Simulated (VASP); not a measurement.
# LiB2C2 (P3m1) in VASP: notebook

One crystal, LiB2C2, is run at these levels: PBE; tasks: single point.

Everything below comes from runs of VASP 6.6.1. Logs are shortened: lines on timing, memory, paths and dates and some standing lists are left out, and cuts for length are marked.

### 1 Starting point

It takes space group P3m1 (No. 156, trigonal). The conventional cell has a = 2.715 Å, b = 2.715 Å, c = 7.118 Å, α = 90.00°, β = 90.00°, γ = 120.00°. Li (site symmetry 3m) is surrounded by 6 C at 2.17 to 2.33 Å and 6 B at 2.37 Å. Around B (site symmetry 3m) lie 3 C at 1.57 Å. Around B (site symmetry 3m) lie 3 C at 1.59 Å. Around C (site symmetry 3m) lie 3 B at 1.59 Å. C (site symmetry 3m) has 3 B at 1.57 Å as nearest neighbours.

The cell comes from a database or a generator and needn't be the stable form of this composition.

### 2 Single point, PBE

File INCAR:

```
SYSTEM = LiB2C2
ALGO     = Normal         ! electronic algorithm
EDIFF    = 1E-6           ! SCF threshold, eV
ENCUT    = 520            ! plane-wave cutoff, eV
GGA      = PE             ! functional
ISIF     = 2              ! what is computed and relaxed
ISMEAR   = -1             ! smearing method
LASPH    = .TRUE.         ! aspherical terms in the spheres
LCHARG   = .TRUE.         ! write CHGCAR
LELF     = .TRUE.         ! ELF
LREAL    = .FALSE.        ! projectors in reciprocal space
LVHAR    = .TRUE.       
LWAVE    = .FALSE.        ! write WAVECAR
NBANDS   = 16             ! bands
NELM     = 80             ! most SCF steps
PREC     = Accurate       ! precision mode
SIGMA    = 0.1            ! smearing width, eV
```

File KPOINTS:

```
k-points
0
G
  7 7 3
  0 0 0
```

File POSCAR:

```
LiB2C2
1.0
    2.7146442900      0.0000000000      0.0000000000
   -1.3573221400      2.3509509200      0.0000000000
    0.0000000000      0.0000000000      7.1180530000
Li B C
1 2 2
Direct
    0.0000000000      0.0000000000      0.5000000000
    0.3333333298      0.6666666695      0.7498129994
    0.6666666702      0.3333333305      0.2501870006
    0.3333333298      0.6666666695      0.2882190003
    0.6666666702      0.3333333305      0.7417809997
```

Potentials or basis: VASP PAW PBE potentials, release 64 (Li_sv, B, C).

On the command line:

```console
cat potpaw_PBE.64/Li_sv/POTCAR potpaw_PBE.64/B/POTCAR potpaw_PBE.64/C/POTCAR > POTCAR
mpirun -np 1 vasp_std > vasp.out
```

OUTCAR:

```text
SYSTEM = LiB2C2
   EDIFF = 1E-6
   ENCUT = 520
   GGA = PE
   ISIF = 2
   ISMEAR = -1
   LASPH = .TRUE.
   LREAL = .FALSE.
   NELM = 80
   PREC = Accurate

 ion  position               nearest neighbor table
   1  0.000  0.000  0.500-   4 2.17   4 2.17   4 2.17   5 2.33   5 2.33   5 2.33   2 2.37   3 2.37
                             2 2.37   3 2.37   2 2.37   3 2.37
   2  0.333  0.667  0.750-   5 1.57   5 1.57   5 1.57   1 2.37   1 2.37   1 2.37
   3  0.667  0.333  0.250-   4 1.59   4 1.59   4 1.59   1 2.37   1 2.37   1 2.37
   4  0.333  0.667  0.288-   3 1.59   3 1.59   3 1.59   1 2.17   1 2.17   1 2.17
   5  0.667  0.333  0.742-   2 1.57   2 1.57   2 1.57   1 2.33   1 2.33   1 2.33

  LATTYP: Found a hexagonal cell.
 ALAT       =     2.7146442900
 C/A-ratio  =     2.6220941824

  Lattice vectors:

 A1 = (   2.7146442900,   0.0000000000,   0.0000000000)
 A2 = (  -1.3573221400,   2.3509509200,   0.0000000000)
 A3 = (   0.0000000000,   0.0000000000,   7.1180530000)

Analysis of symmetry for initial positions (statically):
=====================================================================
 Subroutine PRICEL returns:
 Original cell was already a primitive cell.

 Routine SETGRP: Setting up the symmetry group for a
 hexagonal supercell.

 Subroutine GETGRP returns: Found  6 space group operations
 (whereof  6 operations were pure point group operations)
 out of a pool of 24 trial point group operations.

The static configuration has the point symmetry C_3v.

Analysis of symmetry for dynamics (positions and initial velocities):
=====================================================================
 Subroutine PRICEL returns:
 Original cell was already a primitive cell.

 Routine SETGRP: Setting up the symmetry group for a
 hexagonal supercell.

 Subroutine GETGRP returns: Found  6 space group operations
 (whereof  6 operations were pure point group operations)
 out of a pool of 24 trial point group operations.

The dynamic configuration has the point symmetry C_3v.

 Subroutine INISYM returns: Found  6 space group operations
 (whereof  6 operations are pure point group operations),
 and found     1 'primitive' translations

----------------------------------------------------------------------------------------

                                     Primitive cell

  volume of cell :      45.4274

  direct lattice vectors                    reciprocal lattice vectors
     2.714644290  0.000000000  0.000000000     0.368372388  0.212679896  0.000000000
    -1.357322140  2.350950920  0.000000000     0.000000000  0.425359794  0.000000000
     0.000000000  0.000000000  7.118053000     0.000000000  0.000000000  0.140487855

  length of vectors
     2.714644290  2.714644290  7.118053000     0.425359794  0.425359794  0.140487855

  position of ions in fractional coordinates (direct lattice)
     0.000000000  0.000000000  0.500000000
     0.333333330  0.666666670  0.749812999
     0.666666670  0.333333330  0.250187001
     0.333333330  0.666666670  0.288219000
     0.666666670  0.333333330  0.741781000

  ion indices of the primitive-cell ions
   primitive index   ion index
                 1           1
                 2           2
                 3           3
                 4           4
                 5           5

----------------------------------------------------------------------------------------

 KPOINTS: k-points

Automatic generation of k-mesh.
 Grid dimensions read from file:
 generate k-points for:    7    7    3

 Generating k-lattice:

  Cartesian coordinates                     Fractional coordinates (reciprocal lattice)
     0.052624627  0.030382842  0.000000000     0.142857143  0.000000000  0.000000000
     0.000000000  0.060765685  0.000000000     0.000000000  0.142857143  0.000000000
     0.000000000  0.000000000  0.046829285     0.000000000  0.000000000  0.333333333

  Length of vectors
     0.060765685  0.060765685  0.046829285

  Shift w.r.t. Gamma in fractional coordinates (k-lattice)
     0.000000000  0.000000000  0.000000000

 Subroutine IBZKPT returns following result:
 ===========================================

 Found     20 irreducible k-points:

 Following reciprocal coordinates:
            Coordinates               Weight
  0.000000  0.000000  0.000000      1.000000
  0.142857  0.000000  0.000000      6.000000
  0.285714  0.000000  0.000000      6.000000
  0.428571 -0.000000  0.000000      6.000000
  0.142857  0.142857  0.000000      6.000000
  0.285714  0.142857  0.000000     12.000000
[... 12 lines left out ...]
  0.428571  0.142857  0.333333     12.000000
  0.285714  0.285714  0.333333     12.000000
   k-points           NKPTS =     20   k-points in BZ     NKDIM =     20   number of bands    NBANDS=     16
   number of dos      NEDOS =    301   number of ions     NIONS =      5
   total plane-waves  NPLWV =  21600
   dimension x,y,z NGX =    20 NGY =   20 NGZ =   54
   dimension x,y,z NGXF=    40 NGYF=   40 NGZF=  108
   ions per type =               1   2   2
   NGX,Y,Z   is equivalent  to a cutoff of  12.25, 12.25, 12.61 a.u.
   NGXF,Y,Z  is equivalent  to a cutoff of  24.50, 24.50, 25.22 a.u.
 SYSTEM =  LiB2C2
   PREC   = accura    normal or accurate (medium, high low for compatibility)
   ISTART =      0    job   : 0-new  1-cont  2-samecut
   ICHARG =      2    charge: 1-file 2-atom 10-const
   ISPIN  =      1    spin polarized calculation?
   LNONCOLLINEAR =      F non collinear calculations
   LSORBIT =      F    spin-orbit coupling
   LASPH  =      T    aspherical Exc in radial PAW
   ENCUT  =  520.0 eV  38.22 Ry    6.18 a.u.   5.05  5.05 13.23*2*pi/ulx,y,z
   NELM   =     80;   NELMIN=  2; NELMDL= -5     # of ELM steps
   EDIFF  = 0.1E-05   stopping-criterion for ELM
   LREAL  =      F    real-space projection
   EDIFFG = 0.1E-04   stopping-criterion for IOM
   NSW    =      0    number of steps for IOM
   IBRION =     -1    ionic relax: 0-MD 1-quasi-New 2-CG
   NFREE  =      0    steps in history (QN), initial steepest desc. (CG)
   ISIF   =      2    stress and relaxation
   ISYM   =      2    0-nonsym 1-usesym 2-fastsym
   POTIM  = 0.5000    time-step for ionic-motion
   TEBEG  =    0.0;   TEEND  =   0.0 temperature during run
   PSTRESS=    0.0 pullay stress
   NELECT =      17.0000    total number of electrons
   NUPDOWN=      -1.0000    fix difference up-down
   EMIN   =  10.00;   EMAX   =-10.00  energy-range for DOS
   EFERMI =   0.00;   METHOD = LEGACY
   ISMEAR =    -1;   SIGMA  =   0.10  broadening in eV -4-tet -1-fermi 0-gaus
   EFERMI_NEDOS =   21; number of points for ismear=-14 and -15
   IALGO  =     38    algorithm
   IMIX   =      4    mixing-type and parameters
     AMIX     =   0.40;   BMIX     =  1.00
     AMIX_MAG =   1.60;   BMIX_MAG =  1.00
  volume/ion in A,a.u.               =       9.09        61.31
  Fermi-wavevector in a.u.,A,eV,Ry     =   1.179737  2.229380 18.936311  1.391780
  Thomas-Fermi vector in A             =   2.316042
   LORBIT       =      0    0 simple, 1 ext, 2 COOP (PROOUT), +10 PAW based schemes
   GGA     = PE    functional components
   LHFCALC =     F    Hartree Fock is set to
   AEXX    =    0.0000 exact exchange contribution
   IVDW    =     0    specifies the selected vdW correction
   LEPSILON=     F    determine dielectric tensor
   LRPA    =     F    only Hartree local field effects (RPA)
 non-spin polarized calculation
  energy-cutoff  :      520.00
  volume of cell :       45.43
 maximum number of plane-waves:      1240
   NGX = 11   NGY = 11   NGZ = 27

 number of electron      17.0000001 magnetization

 Free energy of the ion-electron system (eV)
  ---------------------------------------------------
  ext. energy  EPLUGINS =         0.00000000
  ---------------------------------------------------
  free energy    TOTEN  =       -33.56729538 eV

  energy without entropy =      -33.52058742  energy(sigma->0) =      -33.54394140

 E-fermi :   2.6271     XC(G=0): -10.0260

 val. band max:        2.5358899868   @ k =   0.0000   0.4286   0.3333
 cond. band min:       2.6787971296   @ k =   0.1429   0.0000   0.3333
 fundamental gap:      0.1429071429
 Fermi energy:         2.6270735947

 k-point     1 :       0.0000    0.0000    0.0000
  band No.  band energies     occupation
      1     -41.8738      2.00000
      2     -11.2174      2.00000
      3     -10.9197      2.00000
      4      -2.5007      2.00000
      5      -0.5187      2.00000
      6       3.2562      0.00370
[... 8 lines left out ...]
     15      13.4341      0.00000
     16      13.8380      0.00000

 k-point     2 :       0.1429    0.0000    0.0000
  band No.  band energies     occupation
      1     -41.8640      2.00000
      2     -10.8365      2.00000
      3     -10.5298      2.00000
      4      -2.0983      2.00000
      5      -0.0725      2.00000
      6       1.7033      1.99981
[... 8 lines left out ...]
     15      13.7865      0.00000
     16      14.4132      0.00000

 k-point     3 :       0.2857    0.0000    0.0000
  band No.  band energies     occupation
      1     -41.8419      2.00000
      2      -9.7204      2.00000
      3      -9.3922      2.00000
      4      -1.5460      2.00000
      5      -1.2053      2.00000
      6      -0.7413      2.00000
[... 8 lines left out ...]
     15      15.5990      0.00000
     16      16.4034      0.00000

 k-point     4 :       0.4286   -0.0000    0.0000
  band No.  band energies     occupation
      1     -41.8242      2.00000
      2      -8.0857      2.00000
      3      -7.7503      2.00000
      4      -4.2717      2.00000
      5      -4.0227      2.00000
      6       0.5268      2.00000
[... 8 lines left out ...]
     15      14.6604      0.00000
     16      16.2465      0.00000
[... 248 lines left out ...]
 k-point    18 :      -0.1429    0.4286    0.3333
  band No.  band energies     occupation
      1     -41.8282      2.00000
      2      -8.6238      2.00000
      3      -8.3782      2.00000
      4      -2.8387      2.00000
      5      -2.5806      2.00000
      6      -0.3874      2.00000
[... 8 lines left out ...]
     15      14.0744      0.00000
     16      15.3898      0.00000

 k-point    19 :       0.4286    0.1429    0.3333
  band No.  band energies     occupation
      1     -41.8193      2.00000
      2      -7.3462      2.00000
      3      -7.1087      2.00000
      4      -4.6058      2.00000
      5      -4.4359      2.00000
      6      -0.7627      2.00000
[... 8 lines left out ...]
     15      13.9505      0.00000
     16      15.4281      0.00000

 k-point    20 :       0.2857    0.2857    0.3333
  band No.  band energies     occupation
      1     -41.8172      2.00000
      2      -7.1788      2.00000
      3      -6.9820      2.00000
      4      -3.7044      2.00000
      5      -3.4648      2.00000
      6      -2.4272      2.00000
[... 8 lines left out ...]
     15      14.4368      0.00000
     16      16.0100      0.00000

------------------------ aborting loop because EDIFF is reached ----------------------------------------

  FORCE on cell =-STRESS in cart. coord.  units (eV):
  Direction    XX          YY          ZZ          XY          YZ          ZX
  --------------------------------------------------------------------------------------
  -------------------------------------------------------------------------------------
  Total       -0.5888519     -0.5888519      0.2739601     -0.0000000      0.0000000     -0.0000000
  in kB      -20.7682037    -20.7682037      9.6622916     -0.0000000      0.0000000     -0.0000000
  external PRESSURE =     -10.6247053 kB  Pullay stress =       0.0000000 kB

 VOLUME and BASIS-vectors are now :
 -----------------------------------------------------------------------------
  energy-cutoff  :      520.00
  volume of cell :       45.43
      direct lattice vectors                 reciprocal lattice vectors
     2.714644290  0.000000000  0.000000000     0.368372388  0.212679896  0.000000000
    -1.357322140  2.350950920  0.000000000     0.000000000  0.425359794  0.000000000
     0.000000000  0.000000000  7.118053000     0.000000000  0.000000000  0.140487855

 POSITION                                       TOTAL-FORCE (eV/Angst)
 -----------------------------------------------------------------------------------
      0.00000      0.00000      3.55903         0.000000     -0.000000      0.136379
     -0.00000      1.56730      5.33721         0.000000     -0.000000     -0.066096
      1.35732      0.78365      1.78084         0.000000     -0.000000      2.145568
     -0.00000      1.56730      2.05156         0.000000      0.000000     -2.483143
      1.35732      0.78365      5.28004        -0.000000      0.000000      0.267292
 -----------------------------------------------------------------------------------
    total drift:                               -0.000000      0.000000      0.001650

  FREE ENERGIE OF THE ION-ELECTRON SYSTEM (eV)
  ---------------------------------------------------
  free  energy   TOTEN  =       -33.5672953800 eV

  energy  without entropy=      -33.5205874223  energy(sigma->0) =      -33.54394140
```

Wall time 21 s (1 thread of Intel Xeon Platinum 8375C at 2.90GHz (Ice Lake), shared host); peak memory 0.15 GiB.

Results:

| Item | Value |
| --- | --- |
| Free energy | -33.5673 eV |
| Largest force | 2.483 eV/Å |
| Band gap on the k mesh | none (metal or under the smearing width) |

Forces on the atoms (eV/Å):
```
Li   0.000  0.000  0.136
B    0.000  0.000 -0.066
B    0.000  0.000  2.146
C    0.000  0.000 -2.483
C    0.000  0.000  0.267
```

Levels at points of the mesh, in eV from the Fermi level:
```csv
k point,band 5,band 6,band 7,band 8,band 9,band 10,band 11,band 12
"(0.00, 0.00, 0.00)",-3.15,0.63,0.63,0.79,0.79,4.79,9.65,9.65
```

Caveat: the k mesh is coarse (spacing up to 0.38 Å⁻¹), so the values aren't converged; the cutoff is under 1.25 times the usual one of these potentials, so pressure, stress and relaxed cells hold a basis-set (Pulay) error; forces of over 1 eV/Å show positions far from the minimum, so gaps and moduli don't describe the material at rest.

(Part 1 of 2 ends here.)
